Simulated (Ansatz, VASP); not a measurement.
# PtC: VASP beside Ansatz

Wanted: the spread between two codes on one cell, functional and k mesh. The cell is generated by rule, not measured, and may not be a known phase. The cell is taken from a series of runs on this material, whose earlier steps may have relaxed, scaled, displaced or heated it; both programs get it as it stands.

Main program and level: Ansatz 0.2.0; plane waves, with VASP 6.6.1 beside it; zone-centre phonons at PBEsol.

**1. The structure**

Symmetry: P4/mmm, No. 123, tetragonal system. The conventional cell has a = 2.949 Å, b = 2.949 Å, c = 2.759 Å, α = 90.00°, β = 90.00°, γ = 90.00°. Pt has 4 C at 2.09 Å nearest. Nearest to C lie 4 Pt at 2.09 Å. Farther neighbours are not listed.

**2. VASP: zone-centre phonons, PBEsol, pair 1**

Second derivatives magnify differences that forces hide, and they need a tight electronic threshold.

Lines of VASP's logs that name or quote its potential files are left out, and so is its time.

INCAR

```
SYSTEM = PtC
PREC = Accurate
ENCUT = 600
EDIFF = 1E-08
NELM = 120
ISMEAR = 1
SIGMA = 0.15
LREAL = .FALSE.
ALGO = Normal
GGA = PS
NBANDS = 13
LASPH = .TRUE.
LORBIT = 11
LWAVE = .FALSE.
LCHARG = .FALSE.
ISIF = 2
IBRION = 8
GGA_COMPAT = .FALSE.
KPAR = 2
```

POSCAR

```
PtC
1.0
    2.9490432467      0.0000000000      0.0000000000
    0.0000000000      2.9490432467      0.0000000000
    0.0000000000      0.0000000000      2.7587236796
Pt C
1 1
Direct
    0.0000000000      0.0000000000      0.0000000000
    0.5000000000      0.5000000000      0.0000000000
```

KPOINTS

```
Automatic mesh
0
Gamma
12 12 14
0 0 0
```

The projector-augmented-wave data sets are Pt and C (PBE family, release 64).

Launch:

```console
mpirun -np 2 vasp_std
```

Numbers of over 12 decimals in the logs are rounded to 6 here.

The log of the run:

```text
[banner, memory and clock lines left out]
running    2 mpi-ranks, on    1 nodes
 distrk:  each k-point on    1 cores,    2 groups
 distr:  one band on    1 cores,    1 groups

 POSCAR found type information on POSCAR PtC
 POSCAR found :  2 types and       2 ions
|                                                                             |
|               ----> ADVICE to this user running VASP <----                  |
|                                                                             |
|     You enforced a specific xc type in the INCAR file but a different       |
|     [... a line on the potential file left out ...]
|     I HOPE YOU KNOW WHAT YOU ARE DOING!                                     |
|                                                                             |

 LDA part: xc-table for (Slater+PW92), standard interpolation
 POSCAR, INCAR and KPOINTS ok, starting setup
 FFT: planning ... GRIDC
 FFT: planning ... GRID_SOFT
 FFT: planning ... GRID
 WAVECAR not read
 entering main loop
       N       E                     dE             d eps       ncg     rms          rms(c)
DAV:   1     0.596160013124E+02    0.59616E+02   -0.77004E+03  5872   0.112E+03
DAV:   2    -0.138435725328E+02   -0.73460E+02   -0.67991E+02  6814   0.220E+02
DAV:   3    -0.158513079343E+02   -0.20077E+01   -0.19854E+01  7094   0.355E+01
DAV:   4    -0.158622965547E+02   -0.10989E-01   -0.10987E-01  6814   0.305E+00
DAV:   5    -0.158623944651E+02   -0.97910E-04   -0.97908E-04  7194   0.289E-01    0.221E+01
DAV:   6    -0.146621147255E+02    0.12003E+01   -0.18047E+01  6687   0.298E+01    0.114E+01
DAV:   7    -0.140274800780E+02    0.63463E+00   -0.24844E+00  6309   0.126E+01    0.678E+00
DAV:   8    -0.139991713727E+02    0.28309E-01   -0.10503E-01  6544   0.235E+00    0.137E+00
DAV:   9    -0.139913811567E+02    0.77902E-02   -0.21370E-02  6426   0.113E+00    0.256E-01
DAV:  10    -0.139912777251E+02    0.10343E-03   -0.14996E-03  6909   0.296E-01    0.404E-02
DAV:  11    -0.139912672081E+02    0.10517E-04   -0.31789E-05  6979   0.464E-02    0.251E-02
DAV:  12    -0.139912665125E+02    0.69560E-06   -0.80382E-06  6769   0.192E-02    0.683E-03
DAV:  13    -0.139912663905E+02    0.12206E-06   -0.40065E-07  6934   0.478E-03    0.317E-03
DAV:  14    -0.139912662819E+02    0.10857E-06   -0.10663E-07  6919   0.233E-03    0.697E-04
DAV:  15    -0.139912662745E+02    0.73596E-08   -0.96091E-09  3655   0.806E-04
   1 F= -.13991266E+02 E0= -.13991406E+02  d E =0.419025E-03
 Linear response reoptimize wavefunctions to high precision
DAV:   1    -0.139912662741E+02    0.46964E-09   -0.10915E-09  4732   0.259E-04
DAV:   2    -0.139912662741E+02   -0.11369E-10   -0.10064E-10  3377   0.825E-05
 Linear response DOF=           4
 Linear response progress:
  Degree of freedom:   1/  4
       N       E                     dE             d eps       ncg     rms          rms(c)
RMM:   1    -0.247709367219E+00   -0.24771E+00   -0.21833E-01 17376   0.356E+00
RMM:   2    -0.244545187045E+00    0.31642E-02   -0.62922E-03 15738   0.554E-01    0.198E-01
RMM:   3    -0.244912204379E+00   -0.36702E-03   -0.16895E-04 17198   0.960E-02    0.118E-01
RMM:   4    -0.245867670004E+00   -0.95547E-03   -0.34205E-04 17350   0.112E-01    0.159E-02
RMM:   5    -0.245856611223E+00    0.11059E-04   -0.22861E-05 17109   0.336E-02    0.810E-03
RMM:   6    -0.245911318849E+00   -0.54708E-04   -0.10758E-06 17751   0.688E-03    0.190E-03
RMM:   7    -0.245916819335E+00   -0.55005E-05   -0.43929E-07 17783   0.407E-03    0.114E-03
RMM:   8    -0.245907229213E+00    0.95901E-05   -0.31556E-08 17931   0.108E-03    0.319E-04
RMM:   9    -0.245905019649E+00    0.22096E-05   -0.46899E-09 17854   0.430E-04    0.606E-05
RMM:  10    -0.245904066700E+00    0.95295E-06    0.21705E-09 18679   0.127E-04    0.166E-05
RMM:  11    -0.245904178830E+00   -0.11213E-06    0.35574E-08 18282   0.500E-05    0.271E-06
RMM:  12    -0.245904206393E+00   -0.27564E-07   -0.36421E-09 18267   0.282E-05    0.558E-07
RMM:  13    -0.245904208602E+00   -0.22091E-08   -0.14281E-09 14775   0.238E-05    0.141E-07
 first order change of Fermi-energy  -0.15516E-02
 force on displaced ion       1 direction 1 :   5.284   0.000   0.000
 Linear response progress:
  Degree of freedom:   2/  4
       N       E                     dE             d eps       ncg     rms          rms(c)
RMM:   1    -0.238141998616E+00   -0.23814E+00   -0.22989E-01  9844   0.341E+00
RMM:   2    -0.235370050338E+00    0.27719E-02   -0.50140E-03  9009   0.475E-01    0.204E-01
RMM:   3    -0.234029230194E+00    0.13408E-02   -0.10267E-03  9145   0.193E-01    0.105E-01
RMM:   4    -0.233569146466E+00    0.46008E-03   -0.99799E-04  9476   0.176E-01    0.254E-02
RMM:   5    -0.233462269318E+00    0.10688E-03   -0.29846E-05  9441   0.394E-02    0.737E-03
RMM:   6    -0.233422157398E+00    0.40112E-04   -0.54130E-06  9606   0.139E-02    0.236E-03
RMM:   7    -0.233403268419E+00    0.18889E-04   -0.19465E-07 10250   0.288E-03    0.182E-03
RMM:   8    -0.233392044014E+00    0.11224E-04   -0.15020E-07  9424   0.230E-03    0.430E-04
RMM:   9    -0.233386477414E+00    0.55666E-05   -0.13151E-08 10165   0.722E-04    0.258E-05
RMM:  10    -0.233385901521E+00    0.57589E-06    0.76680E-09 10444   0.869E-05    0.160E-05
RMM:  11    -0.233386002003E+00   -0.10048E-06    0.57980E-09 10294   0.240E-05    0.892E-06
RMM:  12    -0.233386055972E+00   -0.53969E-07   -0.22559E-08  9776   0.319E-05    0.761E-07
RMM:  13    -0.233386056042E+00   -0.69922E-10   -0.12792E-08  9745   0.190E-05    0.663E-07
 first order change of Fermi-energy   0.38807E-03
 force on displaced ion       1 direction 3 :  -0.000   0.000  -7.104
 Linear response progress:
  Degree of freedom:   3/  4
       N       E                     dE             d eps       ncg     rms          rms(c)
RMM:   1    -0.120104066553E+00   -0.12010E+00    0.45479E-02 21906   0.198E+00
RMM:   2    -0.119480830152E+00    0.62324E-03   -0.20456E-03 15933   0.344E-01    0.191E-01
RMM:   3    -0.119474590195E+00    0.62400E-05   -0.64592E-04 16607   0.154E-01    0.105E-01
RMM:   4    -0.120001635056E+00   -0.52704E-03   -0.32308E-04 16388   0.106E-01    0.274E-02
RMM:   5    -0.120097988545E+00   -0.96353E-04   -0.11980E-05 16352   0.250E-02    0.250E-03
RMM:   6    -0.120104846290E+00   -0.68577E-05   -0.18046E-07 16969   0.320E-03    0.143E-03
RMM:   7    -0.120107788441E+00   -0.29422E-05   -0.19221E-08 16429   0.859E-04    0.605E-04
RMM:   8    -0.120107413261E+00    0.37518E-06   -0.87885E-09 17063   0.478E-04    0.553E-05
RMM:   9    -0.120107047973E+00    0.36529E-06   -0.18980E-08 16961   0.858E-05    0.255E-05
RMM:  10    -0.120106942714E+00    0.10526E-06   -0.11069E-08 17653   0.429E-05    0.360E-06
RMM:  11    -0.120106947555E+00   -0.48409E-08   -0.90068E-09 17230   0.168E-05    0.139E-06
 first order change of Fermi-energy   0.13968E-02
 force on displaced ion       2 direction 1 :   5.280   0.000   0.000
 Linear response progress:
  Degree of freedom:   4/  4
       N       E                     dE             d eps       ncg     rms          rms(c)
RMM:   1    -0.100196498586E+00   -0.10020E+00   -0.10299E-02 11744   0.169E+00
RMM:   2    -0.964820840008E-01    0.37144E-02   -0.11499E-03  9119   0.253E-01    0.150E-01
RMM:   3    -0.964741057451E-01    0.79783E-05   -0.15356E-04  9030   0.790E-02    0.821E-02
RMM:   4    -0.965151133946E-01   -0.41008E-04   -0.91762E-05  9211   0.592E-02    0.208E-02
RMM:   5    -0.963199531895E-01    0.19516E-03   -0.36726E-06  9358   0.139E-02    0.939E-04
RMM:   6    -0.963243544884E-01   -0.44013E-05   -0.37804E-08  9668   0.145E-03    0.525E-04
RMM:   7    -0.963238281243E-01    0.52636E-06   -0.12932E-08  9696   0.633E-04    0.227E-04
RMM:   8    -0.963231129617E-01    0.71516E-06   -0.10962E-09  9792   0.273E-04    0.762E-05
RMM:   9    -0.963231065919E-01    0.63698E-08   -0.53745E-09  9887   0.119E-04    0.255E-05
 first order change of Fermi-energy  -0.20706E-03
 force on displaced ion       2 direction 3 :   0.000   0.000  -7.106
 Linear response finished
```

Parts of OUTCAR (step 2):

```text
ion  position               nearest neighbor table
   1  0.000  0.000  0.000-   2 2.09   2 2.09   2 2.09   2 2.09
   2  0.500  0.500  0.000-   1 2.09   1 2.09   1 2.09   1 2.09

  LATTYP: Found a simple tetragonal cell.
 ALAT       =     2.9490432467
 C/A-ratio  =     0.9354639620

 Subroutine GETGRP returns: Found 16 space group operations
 (whereof 16 operations were pure point group operations)

The static configuration has the point symmetry D_4h.

 Found    224 irreducible k-points:

   k-points           NKPTS =    224   k-points in BZ     NKDIM =    224   number of bands    NBANDS=     13

   dimension x,y,z NGX =    24 NGY =   24 NGZ =   24
   dimension x,y,z NGXF=    48 NGYF=   48 NGZF=   48

   ENCUT  =  600.0 eV  44.10 Ry    6.64 a.u.   5.89  5.89  5.51*2*pi/ulx,y,z

   NELECT =      14.0000    total number of electrons

 k-points in reciprocal lattice and weights: Automatic mesh
   0.00000000  0.00000000  0.00000000       0.000
   0.08333333  0.00000000  0.00000000       0.002
   0.16666667  0.00000000  0.00000000       0.002
   0.25000000  0.00000000  0.00000000       0.002
   0.33333333  0.00000000  0.00000000       0.002
   0.41666667  0.00000000  0.00000000       0.002
   0.50000000  0.00000000  0.00000000       0.001
   0.08333333  0.08333333  0.00000000       0.002
   0.16666667  0.08333333  0.00000000       0.004
[...]
0.50000000  0.41666667  0.50000000       0.002
   0.50000000  0.50000000  0.50000000       0.000

 average (electrostatic) potential at core
       1 -65.6377       2 -47.0311

  Total        0.0459050      0.0459050     -0.0332163      0.0000000     -0.0000000      0.0000000
  in kB        3.0654943      3.0654943     -2.2181554      0.0000000     -0.0000000      0.0000000
  external PRESSURE =       1.3042777 kB  Pullay stress =       0.0000000 kB

  energy-cutoff  :      600.00
  volume of cell :       23.99
      direct lattice vectors                 reciprocal lattice vectors
     2.949043247  0.000000000  0.000000000     0.339093027  0.000000000  0.000000000
     0.000000000  2.949043247  0.000000000     0.000000000  0.339093027  0.000000000
     0.000000000  0.000000000  2.758723680     0.000000000  0.000000000  0.362486467

 POSITION                                       TOTAL-FORCE (eV/Angst)
 -----------------------------------------------------------------------------------
      0.00000      0.00000      0.00000         0.000000      0.000000      0.000000
      1.47452      1.47452      0.00000         0.000000      0.000000      0.000000
 -----------------------------------------------------------------------------------
    total drift:                                0.000000     -0.000000     -0.000000

 Eigenvectors and eigenvalues of the dynamical matrix
 ----------------------------------------------------

   1 f  =   12.389399 THz    77.844889 2PiTHz  413.265860 cm-1    51.238413 meV
             X         Y         Z           dx          dy          dz
      0.000000  0.000000  0.000000     0.000000    0.000000   -0.240793
      1.474522  1.474522  0.000000     0.000000    0.000000    0.970576

   2 f  =    0.000942 THz     0.005920 2PiTHz    0.031430 cm-1     0.003897 meV
             X         Y         Z           dx          dy          dz
      0.000000  0.000000  0.000000     0.000000    0.970546   -0.000000
      1.474522  1.474522  0.000000     0.000000    0.240915   -0.000000

   3 f  =    0.000942 THz     0.005920 2PiTHz    0.031430 cm-1     0.003897 meV
             X         Y         Z           dx          dy          dz
      0.000000  0.000000  0.000000    -0.970546    0.000000    0.000000
      1.474522  1.474522  0.000000    -0.240915    0.000000    0.000000

   4 f/i=    0.000455 THz     0.002856 2PiTHz    0.015162 cm-1     0.001880 meV
             X         Y         Z           dx          dy          dz
      0.000000  0.000000  0.000000     0.000000    0.000000    0.970576
      1.474522  1.474522  0.000000     0.000000    0.000000    0.240793

   5 f/i=   10.679749 THz    67.102839 2PiTHz  356.238066 cm-1    44.167871 meV
             X         Y         Z           dx          dy          dz
      0.000000  0.000000  0.000000    -0.000000    0.240915   -0.000000
      1.474522  1.474522  0.000000     0.000000   -0.970546   -0.000000

   6 f/i=   10.679749 THz    67.102839 2PiTHz  356.238066 cm-1    44.167871 meV
             X         Y         Z           dx          dy          dz
      0.000000  0.000000  0.000000     0.240915    0.000000    0.000000
      1.474522  1.474522  0.000000    -0.970546   -0.000000    0.000000

 ELASTIC MODULI CONTR FROM IONIC RELAXATION (kBar)
 Direction    XX          YY          ZZ          XY          YZ          ZX
 --------------------------------------------------------------------------------
 XX           0.0000      0.0000      0.0000      0.0000      0.0000      0.0000
 YY           0.0000      0.0000      0.0000      0.0000      0.0000      0.0000
 ZZ           0.0000      0.0000      0.0000      0.0000      0.0000      0.0000
 XY           0.0000      0.0000      0.0000      0.0000      0.0000      0.0000
 YZ           0.0000      0.0000      0.0000      0.0000      0.0000      0.0000
 ZX           0.0000      0.0000      0.0000      0.0000      0.0000      0.0000
 --------------------------------------------------------------------------------
```

(Continued in part 2 of 2.)

[Lines on the potential files, build, host, timing and source positions are cut from VASP's logs without a mark.]

[Logs are printed without paths, hosts, clocks, repeated set-up lines and the standing remarks that a program may print on its own settings, such as how far it seeks lower states.]

[Hosts, paths, dates, database ids (printed as entryN), source tags and the programs' standing remarks are cut or masked in the printed files.]
